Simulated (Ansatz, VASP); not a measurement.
**Cross-check of HCl between VASP and Ansatz**

One calculation is typed for both programs; each brings its own data sets. How far apart do they land? The two relaxations start from unlike cells of this crystal (the structure described is Ansatz's start), so only their ends are compared.

Calculated with Ansatz 0.2.0; plane waves, with VASP 6.6.1 beside it; relaxation of cell and atoms at PBEsol.

### 1. Set-up

Symmetry: Fmmm, No. 69, orthorhombic system. Conventional cell: a = 3.069 Å, b = 6.916 Å, c = 7.023 Å, α = 90.00°, β = 90.00°, γ = 90.00°. H has 2 Cl at 1.53 Å nearest. Nearest to Cl lie 2 H at 1.53 Å. Farther neighbours and most contacts between anions are not listed.

### 2. Ansatz: relaxation of cell and atoms, PBEsol

Ansatz runs on norm-conserving files, of PseudoDojo where its log says so.

The relaxed volume is the usual yardstick between codes: in a stiff, nearly cubic crystal its relative difference is about their pressure difference at one cell divided by the bulk modulus.

File input.yaml:

```yaml
crystal:
  lattice:
    - [0.0, 3.4578072712, 3.5116360621]
    - [1.5345902367, 0.0, 3.5116360621]
    - [1.5345902367, 3.4578072712, 0.0]
  atoms:
    - { symbol: H, position: [0.0, 0.0, 0.0] }
    - { symbol: Cl, position: [0.5, 0.5, 0.5] }
kpoints:
  mp_grid: { grid: [10, 10, 10] }
hamiltonian:
  xc: pbesol
  pseudopotentials: { kind: nc }
scf:
  occupations: { method: gaussian, width: 0.02 }
output:
  forces: true
  stress: true
  eigenvalues: true
relax:
  adjacent_minimum: "off"
  f_tol: 0.005
  max_steps: 80
  cell: { stress_tol: 0.05 }
```

The run is started by

```
$ ansatz run input.yaml --threads 4 --pin off --max-ram 9216MiB --backend cpu --events-out ev --progress --plain --runs-dir out
```

Numbers of over 12 decimals in the logs are rounded to 6 here.

Log:

```text
Engine: ansatz 0.2.0, x86_64-unknown-linux-gnu
Pseudopotentials: kind: nc
Pseudopotential: H, nc, valence charge 1, recommended cutoff 979.609905 eV (normal), H.nc.azcp (PseudoDojo's, or run here from an input of PseudoDojo's: the run reads no file of this project's for it)
Pseudopotential: Cl, nc, valence charge 7, recommended cutoff 789.130201 eV (normal), Cl.nc.azcp (PseudoDojo's, or run here from an input of PseudoDojo's: the run reads no file of this project's for it)
Functional definition: PBEsol
  exchange = pbesol_x
  correlation = pbesol_c
Crystal: 2 atoms, lattice volume = 37.268 Å³
Basis set: ecut = 979.609905 eV, 2599 PW (Γ), exchange–correlation on 108×80×80 points (8 copies of the dense FFT grid, shifted against one another)
Bands: 8, of which v1, the nominal top of the filled ones, is band 4 counted from 1 (3 counted from 0)
Symmetry: 8 space group operations
Space group: Fmmm (ITA 69), of the structure as read, at distance tolerance 3.3e-5 Å
k-points: 171 of 1000
Non-local potential: H, projectors of the file, l = 0: 2, l = 1: 1
Non-local potential: Cl, projectors of the file, l = 0: 2, l = 1: 2, l = 2: 2
Initial density: superposition of atomic densities (chi_scale 0.1, normalization cell, long waves kept (reshape's long-wave potential 0.01 eV rms))
Initial wavefunctions: pseudopotential atomic-orbital guess
Functional: x = pbesol(κ = 0.804, μ = 0.123457), c = pbesol(β = 0.046)
SCF iter   1: F=—  HF=-461.251095 eV  |F-HF|=—  |Δ(HF+E_count)|=         —  Δρ=2.06e-2  dr2=1.34e-1  ethr=3.10e-3  ⟨swp⟩=9.2  Hψ=14965  notcnv=0
preconditioner: auto → none  [insulator: Δε(μ)=2.887 eV  Ē_g=15.358 eV  σ=0.020 eV  W_gap=1.00  n_scr=4 (ndim 8)  ℏωp=17.2 eV  f_vac=0.090  D(μ)=0.00/eV (n_scr^D=0)  ε∞_Penn≈2.3]
SCF iter   2: F=—  HF=-461.225515 eV  |F-HF|=—  |Δ(HF+E_count)|=   2.56e-2  Δρ=8.70e-3  dr2=1.17e-2  ethr=1.67e-3  ⟨swp⟩=3.7  Hψ=4156  notcnv=0
SCF iter   3: F=—  HF=-461.228379 eV  |F-HF|=—  |Δ(HF+E_count)|=   2.86e-3  Δρ=2.94e-3  dr2=1.53e-3  ethr=1.46e-4  ⟨swp⟩=2.1  Hψ=2109  notcnv=0
SCF iter   4: F=—  HF=-461.229190 eV  |F-HF|=—  |Δ(HF+E_count)|=   8.11e-4  Δρ=2.87e-4  dr2=1.46e-5  ethr=1.92e-5  ⟨swp⟩=2.9  Hψ=2691  notcnv=0
SCF iter   5: F=—  HF=-461.229216 eV  |F-HF|=—  |Δ(HF+E_count)|=   2.63e-5  Δρ=3.07e-5  dr2=2.14e-7  ethr=1.83e-7  ⟨swp⟩=2.6  Hψ=2042  notcnv=0
SCF iter   6: F=-461.229216 eV  HF=-461.229216 eV  |F-HF|=1.44e-9  |Δ(HF+E_count)|=   5.08e-8  Δρ=7.07e-6  dr2=7.58e-9  ethr=1.25e-9  ⟨swp⟩=7.7  Hψ=8689  notcnv=0
SCF 1 converged in 6 iterations: F = -461.229216 eV  dr2 = 7.58e-9
relax step   1: F+E_penalty+E_count = -461.22921633 eV  Δ(F+E_penalty+E_count) = +0.000e0 eV  max|allowed force component| = 3.155e-30 eV/Å  Δτ_max = 0.0000 Å  P = +0.157 GPa  Ω = 37.268 Å³  (6 SCF iters, dr2 threshold 1.00e-7 eV, accepted)
[...]
relax step   2: F+E_penalty+E_count = -461.23078985 eV  Δ(F+E_penalty+E_count) = -1.574e-3 eV  max|allowed force component| = 8.002e-29 eV/Å  Δτ_max = 0.0000 Å  P = +0.176 GPa  Ω = 37.887 Å³  energy of the carried Pulay correction = -3.342e-5 eV  (3 SCF iters, dr2 threshold 2.00e-7 eV, accepted)
[...]
relax step   3: F+E_penalty+E_count = -461.23440992 eV  Δ(F+E_penalty+E_count) = -3.620e-3 eV  max|allowed force component| = 9.466e-30 eV/Å  Δτ_max = 0.0000 Å  P = +0.143 GPa  Ω = 40.703 Å³  energy of the carried Pulay correction = -1.792e-4 eV  (4 SCF iters, dr2 threshold 2.00e-7 eV, accepted)
[...]
relax step   4: F+E_penalty+E_count = -461.23489108 eV  Δ(F+E_penalty+E_count) = -4.812e-4 eV  max|allowed force component| = 4.930e-32 eV/Å  Δτ_max = 0.0000 Å  P = +0.060 GPa  Ω = 41.980 Å³  energy of the carried Pulay correction = -2.421e-4 eV  (4 SCF iters, dr2 threshold 1.27e-7 eV, accepted)
[...]
relax step   5: F+E_penalty+E_count = -461.23495095 eV  Δ(F+E_penalty+E_count) = -5.987e-5 eV  max|allowed force component| = 1.864e-29 eV/Å  Δτ_max = 0.0000 Å  P = +0.009 GPa  Ω = 42.693 Å³  energy of the carried Pulay correction = -2.764e-4 eV  (4 SCF iters, dr2 threshold 2.99e-8 eV, accepted)
[...]
relax step   6: F+E_penalty+E_count = -461.23494749 eV  Δ(F+E_penalty+E_count) = +3.462e-6 eV  max|allowed force component| = 1.262e-29 eV/Å  Δτ_max = 0.0000 Å  P = +0.000 GPa  Ω = 42.836 Å³  energy of the carried Pulay correction = -2.832e-4 eV  (5 SCF iters, accepted)
[...]
relax step   7: F+E_penalty+E_count = -461.23553914 eV  Δ(F+E_penalty+E_count) = -5.917e-4 eV  max|allowed force component| = 1.302e-29 eV/Å  Δτ_max = 0.0000 Å  P = +0.014 GPa  Ω = 42.836 Å³  stress off target by 2.47e-2 GPa  SCF on the basis re-selected at this cell (its energy is not comparable with the rows above)  (5 SCF iters)
basis re-selected at this cell: Δ(F+E_penalty+E_count) = -5.917e-4 eV, ΔP = +0.014 GPa vs the last step (what re-selecting the basis moved, of the pressure what is left beyond the Pulay correction that the steps carried, after the strain that the cell walked since its last selection, with what the two solves' SCF thresholds leave and, on support functions, any second-order correction that the steps lacked; it is no measure of the basis error at this ecutwfc). The dense FFT grid was sized anew with the basis: this SCF ran on 54×45×45 points, the steps before it on 54×40×40, so part of this shift can come from that change (see relax.cell in the input reference). [rest of the remark cut]
SCF converged after 5 iterations
Free energy (F): -461.235539 eV
Harris-Foulkes:  -461.235539 eV  (|F-HF|=1.22e-11)
Internal energy: -461.235539 eV  (E = F + TS)
E sigma→0 (E₀):  -461.235539 eV
Fermi energy:    -0.935564 eV
--- Per-component energies (eV) ---
  E_band       = -56.954878
  E_kinetic    = 164.333329
  E_local      = -391.994643  (includes V_loc(G=0)·N_el)
  E_nonlocal   = 59.342853
  E_hartree    = 114.555101
  E_xc         = -129.233942
  E_vxc        = -117.746610  (∫ρ·V_xc dr)
  E_ewald      = -278.238237
  E_smearing   = -0.000000  (= −TS)
  E_closure    = -0.000000  (closes the sum)
  Σ components = -461.235539   (vs F -461.235539, Δ=0.00e0)
--- Forces (eV/Å), atoms counted from 1 ---
  atom   1  H      0.00000000     0.00000000    -0.00000000
  atom   2  Cl     0.00000000     0.00000000     0.00000000
  max |Σ_I F_I| component: 2.45e-29 eV/Å
--- Stress (GPa, compression-positive) ---
        0.000993       0.000000       0.000000
        0.000000       0.017580       0.000000
        0.000000       0.000000       0.024732
  P = ⅓ Tr σ = 0.0144 GPa (0.144 kbar)
--- Band table (eV; the first three rows and the last of 171) ---
  k-point 0: bands = ["-16.7488", "-2.8033", "-2.7933", "-2.7676", "0.7394", "4.4351", "8.2800", "13.5773"]
  k-point 1: bands = ["-16.6291", "-4.0668", "-2.7861", "-2.7708", "2.2645", "4.7153", "8.4696", "12.1698"]
  k-point 2: bands = ["-16.2844", "-6.0641", "-2.7357", "-2.6977", "4.8194", "5.5972", "8.7983", "10.4015"]
  k-point 170: bands = ["-16.6372", "-4.0070", "-2.8292", "-2.6850", "0.6266", "7.2279", "8.1998", "10.8803"]
--- Relaxed structure (6 steps of the walk, 6 accepted, 1 SCFs on fresh bases) ---
  F+E_penalty+E_count = -461.23553914 eV   max|allowed force component| = 1.302e-29 eV/Å   (the final SCF, on the basis selected at the relaxed cell)
  cell:  # Å, volume = 42.8359 Å³
    - [0.0, 3.743736, 3.733959]
    - [1.532155, 0.0, 3.733959]
    - [1.532155, 3.743736, 0.0]
  atoms:
    - { symbol: H, position: [0, 0, 0] }
    - { symbol: Cl, position: [0.500000, 0.500000, 0.5] }
```

### 3. VASP: relaxation of cell and atoms, PBEsol

Its own start cell and the same functional, mesh and smearing now go to VASP, with its own data sets.

Lines of VASP's logs that name or quote its potential files are left out, and so is its time.

File INCAR:

```
SYSTEM = HCl
PREC = Accurate
ENCUT = 500
EDIFF = 1E-07
NELM = 120
ISMEAR = 0
SIGMA = 0.02
LREAL = .FALSE.
ALGO = Normal
GGA = PS
NBANDS = 10
LORBIT = 11
LWAVE = .FALSE.
LCHARG = .FALSE.
ISIF = 3
IBRION = 2
NSW = 80
EDIFFG = -0.005
LASPH = .TRUE.
GGA_COMPAT = .FALSE.
NELMIN = 4
EFERMI = MIDGAP
```

File POSCAR:

```
HCl
1.0
    0.0000000000      3.6281879566      3.6238323917
    1.5311682231      0.0000000000      3.6238323917
    1.5311682231      3.6281879566      0.0000000000
H Cl
1 1
Direct
    0.0000000000      0.0000000000      0.0000000000
    0.5000000000      0.5000000000      0.5000000000
```

File KPOINTS:

```
Automatic mesh
0
Gamma
10 10 10
0 0 0
```

The projector-augmented-wave data sets are H and Cl (PBE family, release 64).

The run is started by

```
$ mpirun -np 1 vasp_std
```

Log:

```text
[banner, memory and clock lines left out]
running    1 mpi-ranks, on    1 nodes
 distrk:  each k-point on    1 cores,    1 groups
 distr:  one band on    1 cores,    1 groups

 POSCAR found type information on POSCAR H Cl
 POSCAR found :  2 types and       2 ions
|                                                                             |
|               ----> ADVICE to this user running VASP <----                  |
|                                                                             |
|     You enforced a specific xc type in the INCAR file but a different       |
|     [... a line on the potential file left out ...]
|     I HOPE YOU KNOW WHAT YOU ARE DOING!                                     |
|                                                                             |

 LDA part: xc-table for (Slater+PW92), standard interpolation
 POSCAR, INCAR and KPOINTS ok, starting setup
 FFT: planning ... GRIDC
 FFT: planning ... GRID_SOFT
 FFT: planning ... GRID
 WAVECAR not read
 entering main loop
       N       E                     dE             d eps       ncg     rms          rms(c)
DAV:   1     0.298703298120E+02    0.29870E+02   -0.31767E+03  3436   0.605E+02
DAV:   2    -0.403155174975E+01   -0.33902E+02   -0.32910E+02  4304   0.114E+02
DAV:   3    -0.578699136194E+01   -0.17554E+01   -0.17538E+01  4238   0.294E+01
DAV:   4    -0.579920529975E+01   -0.12214E-01   -0.12213E-01  4526   0.281E+00
DAV:   5    -0.579932845732E+01   -0.12316E-03   -0.12316E-03  4582   0.249E-01    0.465E+00
DAV:   6    -0.575293384581E+01    0.46395E-01   -0.10778E-01  3946   0.159E+00    0.303E+00
DAV:   7    -0.575242724210E+01    0.50660E-03   -0.58176E-02  3980   0.129E+00    0.778E-01
DAV:   8    -0.575294974261E+01   -0.52250E-03   -0.60309E-03  4180   0.448E-01    0.717E-02
DAV:   9    -0.575302320524E+01   -0.73463E-04   -0.11419E-04  4190   0.773E-02    0.233E-02
DAV:  10    -0.575305129850E+01   -0.28093E-04   -0.24153E-05  4056   0.333E-02    0.669E-03
DAV:  11    -0.575305195138E+01   -0.65288E-06   -0.88199E-07  4974   0.667E-03    0.445E-03
DAV:  12    -0.575305215930E+01   -0.20792E-06   -0.23382E-07  3928   0.311E-03    0.297E-04
DAV:  13    -0.575305216218E+01   -0.28803E-08   -0.89561E-09  2442   0.654E-04
   1 F= -.57530522E+01 E0= -.57530522E+01  d E =-.575305E+01
 curvature:   0.00 expect dE= 0.000E+00 dE for cont linesearch  0.000E+00
 trial: gam= 0.00000 g(F)=  0.366E-65 g(S)=  0.455E-05 ort = 0.000E+00 (trialstep = 0.100E+01)
 search vector abs. value=  0.455E-05
 bond charge predicted
       N       E                     dE             d eps       ncg     rms          rms(c)
DAV:   1    -0.575306869992E+01   -0.16541E-04   -0.32498E-04  3614   0.108E-01    0.186E-02
DAV:   2    -0.575305916928E+01    0.95306E-05   -0.19991E-05  3700   0.244E-02    0.672E-03
DAV:   3    -0.575305708266E+01    0.20866E-05   -0.77552E-06  3838   0.147E-02    0.471E-03
DAV:   4    -0.575305671615E+01    0.36651E-06   -0.32028E-07  3902   0.313E-03    0.147E-03
DAV:   5    -0.575305666486E+01    0.51288E-07   -0.83097E-08  2106   0.166E-03
   2 F= -.57530567E+01 E0= -.57530567E+01  d E =-.450268E-05
 ZBRENT: can't locate minimum, use default step
 trial-energy change:   -0.000005  1 .order   -0.000004   -0.000005   -0.000004
 step:   4.0000(harm= 14.4334)  dis= 0.00000  next Energy=    -5.753085 (dE=-0.328E-04)
 reached required accuracy - stopping structural energy minimisation
```

From OUTCAR (step 3):

```text
ion  position               nearest neighbor table
   1  0.000  0.000  0.000-   2 1.53   2 1.53
   2  0.500  0.500  0.500-   1 1.53   1 1.53

  LATTYP: Found a face centered orthorhombic cell.
 ALAT       =     3.0623364462
 B/A-ratio  =     2.3667108140
 C/A-ratio  =     2.3695554165

 Subroutine GETGRP returns: Found  8 space group operations
 (whereof  8 operations were pure point group operations)

The static configuration has the point symmetry D_2h.

 Found    171 irreducible k-points:

   k-points           NKPTS =    171   k-points in BZ     NKDIM =    171   number of bands    NBANDS=     10

   dimension x,y,z NGX =    40 NGY =   30 NGZ =   30
   dimension x,y,z NGXF=    80 NGYF=   60 NGZF=   60

   ENCUT  =  500.0 eV  36.75 Ry    6.06 a.u.   9.35  7.17  7.18*2*pi/ulx,y,z

   NELECT =       8.0000    total number of electrons

 k-points in reciprocal lattice and weights: Automatic mesh
   0.00000000  0.00000000  0.00000000       0.001
   0.10000000  0.00000000  0.00000000       0.008
   0.20000000  0.00000000  0.00000000       0.008
   0.30000000  0.00000000  0.00000000       0.008
   0.40000000  0.00000000  0.00000000       0.008
   0.50000000  0.00000000  0.00000000       0.004
   0.10000000  0.10000000  0.00000000       0.002
   0.20000000  0.10000000  0.00000000       0.008
   0.30000000  0.10000000  0.00000000       0.008
[...]
-0.10000000  0.40000000  0.50000000       0.002
   0.00000000  0.50000000  0.50000000       0.001

 average (electrostatic) potential at core
       1 -39.0293       2 -96.4479

 E-fermi :  -1.3676

 k-point     1 :       0.0000    0.0000    0.0000
  band No.  band energies     occupation
      1     -17.2338      2.00000
      2      -3.1680      2.00000
      3      -3.1629      2.00000
      4      -3.1554      2.00000
      5       0.3814      0.00000
      6       4.0795      0.00000
      7       8.0303      0.00000
      8      13.9162      0.00000
      9      13.9226      0.00000
    ...

 k-point     2 :       0.1000    0.0000    0.0000
  band No.  band energies     occupation
      1     -17.1116      2.00000
      2      -4.4604      2.00000
      3      -3.1634      2.00000
      4      -3.1472      2.00000
      5       1.9174      0.00000
      6       4.3701      0.00000
      7       8.2274      0.00000
      8      12.0003      0.00000
      9      12.0967      0.00000
    ...

 k-point     3 :       0.2000    0.0000    0.0000
  band No.  band energies     occupation
      1     -16.7596      2.00000
      2      -6.4690      2.00000
      3      -3.1413      2.00000
      4      -3.0944      2.00000
      5       4.5011      0.00000
      6       5.2650      0.00000
      7       8.5314      0.00000
      8      10.1619      0.00000
      9      10.6278      0.00000
    ...

  Total        0.0000980      0.0083214      0.0097269      0.0000000      0.0000000      0.0000000
  in kB        0.0038982      0.3309790      0.3868816      0.0000000      0.0000000      0.0000000
  external PRESSURE =       0.2405863 kB  Pullay stress =       0.0000000 kB

  energy-cutoff  :      500.00
  volume of cell :       40.28
      direct lattice vectors                 reciprocal lattice vectors
     0.000000000  3.628972230  3.624740918    -0.326552708  0.137780057  0.137940893
     1.531146388  0.000000000  3.624740918     0.326552708 -0.137780057  0.137940893
     1.531146388  3.628972230 -0.000000000     0.326552708  0.137780057 -0.137940893

 POSITION                                       TOTAL-FORCE (eV/Angst)
 -----------------------------------------------------------------------------------
      0.00000      3.62897      3.62474         0.000000      0.000000     -0.000000
      1.53115      3.62897      3.62474         0.000000      0.000000      0.000000
 -----------------------------------------------------------------------------------
    total drift:                               -0.000000     -0.000000      0.000000

  FREE ENERGIE OF THE ION-ELECTRON SYSTEM (eV)
  ---------------------------------------------------
  free  energy   TOTEN  =        -5.7530566649 eV

  energy  without entropy=       -5.7530566649  energy(sigma->0) =       -5.75305666

 reached required accuracy - stopping structural energy minimisation

 total charge
# of ion       s       p       d       tot
------------------------------------------
    1        0.419   0.048   0.000   0.468
    2        1.573   3.555   0.000   5.128
--------------------------------------------------
tot          1.992   3.603   0.000   5.595

[... 3 further parts left out ...]
```

### 4. Comparison

Known differences besides the potentials themselves: the cutoff is 979.61 eV in Ansatz and 500 eV in VASP; Ansatz adds a Pulay correction to the stress that steers its cell, VASP none. Total energies have different zeros and are not compared.

Compared:

| quantity | Ansatz | VASP | difference |
| --- | --- | --- | --- |
| volume (Å³) | 42.84 | 40.28 | +6.34 % |
| edge a after relaxation, in the typed setting (Å) | 5.287 | 5.129 | +3.09 % |
| edge b after relaxation, in the typed setting (Å) | 4.036 | 3.935 | +2.57 % |
| edge c after relaxation, in the typed setting (Å) | 4.045 | 3.939 | +2.70 % |

### 5. Results

| Property | Result |
| --- | --- |
| difference in volume (relaxation of cell and atoms, PBEsol) | 6.3 % |

What this shows: The difference in volume is 6.3 % (relaxation of cell and atoms, PBEsol), beyond the 1.2 % picked in this series as the mark of a large difference, as far as the stopping tolerances let one tell. What causes the difference of the relaxation of cell and atoms, PBEsol pair stays open here. 2 further runs of this series are not shown here. How closely two codes agree says nothing of how well the functional describes the real material.

[Lines on the potential files, build, host, timing and source positions are cut from VASP's logs without a mark.]

[Logs are printed without paths, hosts, clocks, repeated set-up lines and the standing remarks that a program may print on its own settings, such as how far it seeks lower states.]

[Hosts, paths, dates, database ids (printed as entryN), source tags and the programs' standing remarks are cut or masked in the printed files.]
